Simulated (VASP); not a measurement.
VASP input:

INCAR:
```
LASPH = .TRUE.
LREAL = .FALSE.   # projection in real space or not
NEDOS = 601
LCHARG = .TRUE.
LMAXMIX = 4
LWAVE = .FALSE.
NELM = 100
IVDW = 12
LORBIT = 11
ISIF = 2   # forces and stress, cell fixed
ALGO = Normal   # blocked Davidson
ENCUT = 520
GGA = PE
EDIFF = 1E-7   # SCF stop (eV)
SYSTEM = CdSe
PREC = Accurate
ISMEAR = -5
```

### POSCAR
```
CdSe
1
    0.0000000000     3.0616195277     3.0616195277
    3.0616195277     0.0000000000     3.0616195277
    3.0616195277     3.0616195277     0.0000000000
Cd Se
1 1
Direct
  0.0000000000   0.0000000000   0.0000000000
  0.2500000000   0.2500000000   0.2500000000
```

File KPOINTS:
```
kpoints
0
G
8 8 8
0 0 0
```

POTCAR, in this order: Cd Se (PBE.64 set). Program: vasp_std.

Question: Translate this PBE-D3(BJ) calculation to Ansatz.

Answer: One equivalent input (not run):
Ansatz 0.2 input:
```yaml
crystal:
  lattice:
    - [0.0000000, 3.0616195, 3.0616195]
    - [3.0616195, 0.0000000, 3.0616195]
    - [3.0616195, 3.0616195, 0.0000000]
  atoms:
    - { symbol: Cd, position: [0.0000000, 0.0000000, 0.0000000] }
    - { symbol: Se, position: [0.2500000, 0.2500000, 0.2500000] }
kpoints:
  mp_grid: { grid: [8, 8, 8] }
hamiltonian:
  xc: pbe
  dispersion: d3bj
  pseudopotentials: { kind: paw }
scf:
  occupations: { method: tetrahedron }
  max_iter: 100
output: { forces: true, stress: true, eigenvalues: true }
```
The two are equivalent in intent, not identical: each code has its own PAW files, so the cut-off isn't converted (ENCUT is set for VASP's; basis.ecutwfc is left out, and Ansatz then takes the one that its files recommend); Ansatz stops its SCF on the density residual and VASP on the energy change (EDIFF).

The compound is CdSe in the zinc blende structure, whereas wurtzite is the usual form. It was relaxed first.
